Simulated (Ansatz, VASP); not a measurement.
## Two plane-wave programs on CdPdO3

```
Cd Pd O
1.0
     3.84727    0.00000    0.00000
     0.00000    3.84727    0.00000
     0.00000    0.00000    3.84727
Cd Pd O
1 1 3
Direct
  0.00000 0.00000 0.00000
  0.50000 0.50000 0.50000
  0.00000 0.50000 0.50000
  0.50000 0.00000 0.50000
  0.50000 0.50000 0.00000
```

Alike in both runs: functional LDA; k mesh 10 × 10 × 10; occupations gaussian, width 0.1 eV; no spin polarisation.

Ansatz relaxed the structure, and its values are those at the end. VASP's run is a single point on that final structure, the one shown.

|  | VASP | Ansatz |
| --- | --- | --- |
| version | VASP 6.6.1 | Ansatz 0.2.0 |
| potentials or method | VASP PAW LDA potentials, release 64 (Cd, Pd, O) | scalar-relativistic, plane waves, PAW |
| plane-wave cutoff (eV) | 520 | 420 |
| valence electrons in the cell | 40 | 56 |

Ansatz gave:

```
gap on the k mesh at the Fermi level (eV) : none
pressure (GPa)                            : 0.0
```

Task: What did VASP give for the same quantities?

Result: gap on the k mesh at the Fermi level (eV): none; pressure (GPa): 0.9.

A gap of «none» marks a metal or a gap that the smearing closes. The two sets of potentials don't hold the same shells in valence.
